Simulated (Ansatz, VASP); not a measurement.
## Be72H143 (V_H1) in two plane-wave programs

Wanted: the spread between two codes on one cell, functional and k mesh. The cell is taken from a series of runs on this material, whose earlier steps may have relaxed, scaled, displaced or heated it; both programs get it as it stands.

Program: Ansatz 0.2.0. Level of theory: plane waves, with VASP 6.6.1 beside it; single point at PBEsol. Results are calculated unless marked as measured.

### 1. The structure

The cell holds 215 atoms: 72 Be and 143 H. Its edges and angles: a = 11.980 Å, b = 12.225 Å, c = 12.225 Å, α = 76.1°, β = 70.9°, γ = 70.9°. It derives from BeH2 (BeH2 (Ibam)). Nearest the centre at fractional (0.610, 0.532, 0.378): H146 at 2.18 Å, H126 at 2.22 Å, Be27 at 2.31 Å, Be37 at 2.32 Å, H174 at 2.33 Å, H155 at 2.38 Å, H136 at 2.44 Å, H173 at 2.49 Å. The cell carries charge +1.

### 2. VASP: single point, PBEsol

A single point gives forces, pressure and levels at one fixed geometry, so differences don't come from the geometry; what else differs is listed under the comparison.

Lines of VASP's logs that name or quote its potential files are left out, and so is its time.

INCAR

```
SYSTEM = Be72H143
PREC = Accurate
ENCUT = 520
EDIFF = 1E-06
NELM = 120
ISMEAR = -1
SIGMA = 0.01
LREAL = Auto
ALGO = Normal
GGA = PS
NELECT = 286
NBANDS = 293
LORBIT = 11
LWAVE = .FALSE.
LCHARG = .FALSE.
ISIF = 2
LASPH = .TRUE.
GGA_COMPAT = .FALSE.
EFERMI = MIDGAP
```

POSCAR

```
Be72H143
1.0
   11.9799784523      0.0000000000      0.0000000000
    3.9933261508     -8.7573595481      7.5377721599
    3.9933261508     -8.7573595481     -7.5377721599
Be H
72 143
Direct
    0.1703185567      0.1222469228      0.3734136568
    0.1673290612      0.3736331284      0.1252850185
[... 24 atom lines left out ...]
    0.5960336375      0.3414808396      0.4229922363
[... 1 atom line left out ...]
    0.4746557072      0.3465205363      0.3270761279
[... 2 atom lines left out ...]
    0.4984352218      0.3703572570      0.6233832486
[... 4 atom lines left out ...]
    0.4408215236      0.6919285147      0.3731411011
[... 2 atom lines left out ...]
    0.5168104449      0.6685062436      0.1650848679
    0.4994409361      0.8440976024      0.3301407073
[... 4 atom lines left out ...]
    0.5167962661      0.6665442186      0.6644199753
[... 1 atom line left out ...]
    0.4021786177      0.5866293919      0.5857434070
[... 1 atom line left out ...]
    0.8352111863      0.3736681226      0.1237466563
    0.9274973895      0.4153924572      0.4154210546
[... 1 atom line left out ...]
    0.8213797114      0.3312057529      0.3316467378
[... 7 atom lines left out ...]
    0.8317497659      0.6245546891      0.3742683935
[... 2 atom lines left out ...]
    0.8495009131      0.6657319746      0.1658674054
[... 1 atom line left out ...]
    0.7381836639      0.5831998128      0.0842996659
[... 5 atom lines left out ...]
    0.7377161822      0.5830390908      0.5833153148
[... 33 atom lines left out ...]
    0.2755906586      0.5312514028      0.3780069306
[... 14 atom lines left out ...]
    0.5515149473      0.3653244539      0.2124741759
    0.5493917475      0.2364051321      0.3856064581
[... 3 atom lines left out ...]
    0.4890410848      0.4231401755      0.3913748285
[... 6 atom lines left out ...]
    0.5497325670      0.3717238176      0.7131107564
[... 1 atom line left out ...]
    0.3961432017      0.4677393416      0.6044206861
    0.6106543639      0.3589662731      0.5275337297
[... 6 atom lines left out ...]
    0.4451564867      0.2786903488      0.6306819240
[... 1 atom line left out ...]
    0.5564743183      0.8756365552      0.2113809020
    0.5477489563      0.7220660668      0.3726682955
[... 2 atom lines left out ...]
    0.6405402674      0.6581817002      0.1611690299
[... 1 atom line left out ...]
    0.3716875279      0.8277149961      0.3486250757
    0.5176697814      0.5892895228      0.0949261491
    0.3746578404      0.6332818229      0.4742402361
    0.4511568380      0.7844369329      0.1269225488
    0.4514154635      0.6307499102      0.2835782447
[... 4 atom lines left out ...]
    0.6403579662      0.6596588822      0.6581582016
[... 2 atom lines left out ...]
    0.5194079940      0.5920813250      0.5868992294
[... 4 atom lines left out ...]
    0.8877083264      0.3687996456      0.2157012607
    0.8870224463      0.2156977187      0.3708319072
    0.7244880411      0.4665582607      0.1227707355
[... 2 atom lines left out ...]
    0.8123640548      0.4087493559      0.4077810577
    0.6989910993      0.3452956197      0.3255860115
[... 7 atom lines left out ...]
    0.7222307618      0.4671000090      0.6213111586
[... 7 atom lines left out ...]
    0.7831120363      0.2812684478      0.6277163860
[... 7 atom lines left out ...]
    0.6907305759      0.8469843054      0.3380065102
    0.8533761693      0.5898513581      0.0904674713
    0.7220604217      0.6200784312      0.4672388110
    0.9420574668      0.5316076320      0.3760806871
[... 1 atom line left out ...]
    0.7799112633      0.6302051657      0.2819856794
[... 11 atom lines left out ...]
    0.7817277980      0.6278761679      0.7825409548
```

KPOINTS

```
Automatic mesh
0
Gamma
1 1 1
0 0 0
```

Potentials, in the order of the species: Be and H (PBE family, release 64).

Command:

```
$ export OMP_NUM_THREADS=3
$ mpirun -np 1 vasp_gam
```

Numbers of over 12 decimals in the logs are rounded to 6 here.

Output:

```text
[banner, memory and clock lines left out]
running    1 mpi-ranks, on    1 nodes
[...]
Offloading initialized ...    1 GPUs detected
[...]
|                                                                             |
|               ----> ADVICE to this user running VASP <----                  |
|                                                                             |
|     You enforced a specific xc type in the INCAR file but a different       |
|     [... a line on the potential file left out ...]
|     I HOPE YOU KNOW WHAT YOU ARE DOING!                                     |
|                                                                             |

 LDA part: xc-table for (Slater+PW92), standard interpolation
 POSCAR, INCAR and KPOINTS ok, starting setup
[...]
entering main loop
       N       E                     dE             d eps       ncg     rms          rms(c)
DAV:   1     0.981900292407E+03    0.98190E+03   -0.11879E+05   586   0.860E+02
DAV:   2    -0.588526922641E+03   -0.15704E+04   -0.12839E+04   860   0.182E+02
DAV:   3    -0.799581375258E+03   -0.21105E+03   -0.20703E+03   740   0.577E+01
DAV:   4    -0.804035131624E+03   -0.44538E+01   -0.44416E+01   772   0.900E+00
DAV:   5    -0.804058718324E+03   -0.23587E-01   -0.23580E-01   732   0.741E-01BRMIX: very serious problems
 the old and the new charge density differ
 old charge density:   287.00000 new  286.00000
    0.362E+01
DAV:   6    -0.777844194393E+03    0.26215E+02   -0.90041E+00   684   0.371E+00    0.203E+01
DAV:   7    -0.765890135386E+03    0.11954E+02   -0.18151E+01   660   0.560E+00    0.213E+00
DAV:   8    -0.766126191522E+03   -0.23606E+00   -0.11379E+00   708   0.144E+00    0.833E-01
DAV:   9    -0.766117652276E+03    0.85392E-02   -0.87895E-02   724   0.404E-01    0.350E-01
[...]
DAV:  13    -0.766120739638E+03   -0.27371E-04   -0.72024E-05   668   0.207E-02    0.701E-03
DAV:  14    -0.766120748415E+03   -0.87772E-05   -0.78857E-05   756   0.121E-02    0.570E-03
DAV:  15    -0.766120749400E+03   -0.98551E-06   -0.38054E-06   668   0.321E-03
   1 F= -.76612075E+03 E0= -.76612075E+03  d E =0.000000E+00
```

From OUTCAR (step 2):

```text
  FREE ENERGIE OF THE ION-ELECTRON SYSTEM (eV)
  ---------------------------------------------------
  free  energy   TOTEN  =      -766.1207494003 eV

  energy  without entropy=     -766.1207494003  energy(sigma->0) =     -766.12074940
```

The run ends at a pressure of -0.31 GPa, with forces up to 0.018 eV/Å.

[end of part 1 of 2]

[Lines on the potential files, build, host, timing and source positions are cut from VASP's logs without a mark.]

[Logs are printed without paths, hosts, clocks, repeated set-up lines and the standing remarks that a program may print on its own settings, such as how far it seeks lower states.]

[Hosts, paths, dates, database ids (printed as entryN), source tags and the programs' standing remarks are cut or masked in the printed files.]
